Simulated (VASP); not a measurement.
Output of a VASP run:

### OSZICAR
```
...
DAV:  10    -0.417014069378E+02    0.11581E-02   -0.19007E-02  1527   0.877E-01    0.903E-01
DAV:  11    -0.417010190939E+02    0.38784E-03   -0.19424E-03  1573   0.308E-01    0.175E-01
DAV:  12    -0.417010222260E+02   -0.31321E-05   -0.16909E-04  1848   0.881E-02    0.154E-01
DAV:  13    -0.417010218835E+02    0.34254E-06   -0.14484E-05  1610   0.260E-02    0.799E-03
DAV:  14    -0.417010218546E+02    0.28901E-07   -0.55950E-07   943   0.610E-03
   1 F= -.41701022E+02 E0= -.41700296E+02  d E =-.417010E+02
       N       E                     dE             d eps       ncg     rms          rms(c)
DAV:   1    -0.417165009048E+02   -0.15479E-01   -0.13953E+00  1368   0.955E+00    0.247E+00
DAV:   2    -0.417070452873E+02    0.94556E-02   -0.49587E-02  1764   0.173E+00    0.108E+00
DAV:   3    -0.417027335934E+02    0.43117E-02   -0.75277E-03  1701   0.698E-01    0.295E-01
DAV:   4    -0.417026777702E+02    0.55823E-04   -0.13067E-03  1804   0.262E-01    0.222E-01
DAV:   5    -0.417026678111E+02    0.99591E-05   -0.83892E-05  1514   0.718E-02    0.905E-02
DAV:   6    -0.417026634563E+02    0.43548E-05   -0.20609E-05  1636   0.339E-02    0.209E-02
DAV:   7    -0.417026633630E+02    0.93314E-07   -0.88012E-07   843   0.810E-03
   2 F= -.41702663E+02 E0= -.41701859E+02  d E =-.164151E-02
       N       E                     dE             d eps       ncg     rms          rms(c)
DAV:   1    -0.417055801132E+02   -0.29167E-02   -0.20187E-01  1368   0.363E+00    0.930E-01
DAV:   2    -0.417041975939E+02    0.13825E-02   -0.70811E-03  1761   0.656E-01    0.403E-01
DAV:   3    -0.417035651667E+02    0.63243E-03   -0.10870E-03  1696   0.267E-01    0.108E-01
DAV:   4    -0.417035544621E+02    0.10705E-04   -0.19751E-04  1801   0.102E-01    0.785E-02
DAV:   5    -0.417035550140E+02   -0.55189E-06   -0.11224E-05  1490   0.265E-02    0.352E-02
DAV:   6    -0.417035558018E+02   -0.78783E-06   -0.27084E-06  1433   0.125E-02
   3 F= -.41703556E+02 E0= -.41702782E+02  d E =-.253395E-02
       N       E                     dE             d eps       ncg     rms          rms(c)
DAV:   1    -0.417055252987E+02   -0.19703E-02   -0.71089E-02  1368   0.217E+00    0.926E-01
DAV:   2    -0.417040411874E+02    0.14841E-02   -0.42150E-03  1461   0.494E-01    0.277E-01
DAV:   3    -0.417036326930E+02    0.40849E-03   -0.67844E-04  1545   0.202E-01    0.105E-01
DAV:   4    -0.417036045126E+02    0.28180E-04   -0.12826E-04  1812   0.859E-02    0.779E-02
DAV:   5    -0.417036061686E+02   -0.16560E-05   -0.15973E-05  1579   0.244E-02    0.163E-02
DAV:   6    -0.417036060279E+02    0.14063E-06   -0.10063E-05  1509   0.179E-02    0.730E-03
DAV:   7    -0.417036057209E+02    0.30703E-06   -0.73814E-07   747   0.589E-03
   4 F= -.41703606E+02 E0= -.41702905E+02  d E =-.499191E-04
       N       E                     dE             d eps       ncg     rms          rms(c)
DAV:   1    -0.417041162690E+02   -0.51024E-03   -0.14674E-02  1368   0.986E-01    0.421E-01
DAV:   2    -0.417038096704E+02    0.30660E-03   -0.87379E-04  1464   0.225E-01    0.127E-01
DAV:   3    -0.417037246731E+02    0.84997E-04   -0.14084E-04  1542   0.921E-02    0.479E-02
DAV:   4    -0.417037181134E+02    0.65597E-05   -0.26559E-05  1812   0.390E-02    0.357E-02
DAV:   5    -0.417037169296E+02    0.11839E-05   -0.32925E-06  1158   0.112E-02    0.771E-03
DAV:   6    -0.417037163804E+02    0.54920E-06   -0.18803E-06   926   0.842E-03
   5 F= -.41703716E+02 E0= -.41702983E+02  d E =-.160579E-03
```

### OUTCAR
```
------------------------ aborting loop because EDIFF is reached ----------------------------------------
  FORCE on cell =-STRESS in cart. coord.  units (eV):
  Direction    XX          YY          ZZ          XY          YZ          ZX
  --------------------------------------------------------------------------------------
  Total       -0.0002310     -0.0002310      0.0508883      0.0000000      0.0000000      0.0000000
  in kB       -0.0062518     -0.0062518      1.3771177      0.0000000      0.0000000      0.0000000
  external PRESSURE =       0.4548713 kB  Pullay stress =       0.0000000 kB
  volume of cell :       59.20
      direct lattice vectors                 reciprocal lattice vectors
     3.474864840 -0.000000000  0.000000000     0.287780977  0.166150423 -0.000000000
    -1.737432420  3.009321266 -0.000000000    -0.000000000  0.332300845  0.000000000
     0.000000000 -0.000000000  5.661755142    -0.000000000  0.000000000  0.176623675
 POSITION                                       TOTAL-FORCE (eV/Angst)
 -----------------------------------------------------------------------------------
     -0.00000      2.00622      0.00015         0.000000      0.000000      0.014464
      1.73743      1.00311      2.83103        -0.000000     -0.000000      0.014464
     -0.00000      2.00622      2.12301        -0.000000     -0.000000     -0.014464
      1.73743      1.00311      4.95389        -0.000000     -0.000000     -0.014464
 -----------------------------------------------------------------------------------
    total drift:                               -0.001365      0.000788      0.000263
  FREE ENERGIE OF THE ION-ELECTRON SYSTEM (eV)
  ---------------------------------------------------
  free  energy   TOTEN  =       -41.7037163804 eV

  energy  without entropy=      -41.7015167768  energy(sigma->0) =      -41.70298318

 reached required accuracy - stopping structural energy minimisation
```
(Selected blocks of OUTCAR.)

File POSCAR:
```
HfN
1
    3.4790602316     0.0000000000    -0.0000000000
   -1.7395301158     3.0129545826     0.0000000000
   -0.0000000000     0.0000000000     5.6335291619
Hf N
2 2
Direct
  0.3333330000   0.6666670000   0.0007725197
  0.6666670000   0.3333330000   0.5007725197
  0.3333330000   0.6666670000   0.3742274803
  0.6666670000   0.3333330000   0.8742274803
```

Reconstruct the remaining input files.

One answer among several that fit: the input of the run itself, PBE GGA, plane waves, VASP's PBE PAW potentials (set 64).

INCAR:
```
ALGO = Normal
EDIFF = 1E-6
EDIFFG = -0.02
ENCUT = 520
GGA = PE
IBRION = 2
ISIF = 3
ISMEAR = 1
LASPH = .TRUE.
LCHARG = .FALSE.
LMAXMIX = 6
LREAL = .FALSE.
LWAVE = .FALSE.
NELM = 100
NSW = 60
PREC = Accurate
SIGMA = 0.1
SYSTEM = HfN
```

### KPOINTS
```
K-points
0
G
  9 9 5
0 0 0
```

POTCAR, in this order: Hf_pv N (PBE.64 set). Program: vasp_std.

The structure was generated: HfN was put into the wurtzite type (P6_3mc), which need not be its known phase. This run relaxes it. Symmetry was kept, so distortions that lower it aren't found. The start is the result of an earlier pass.
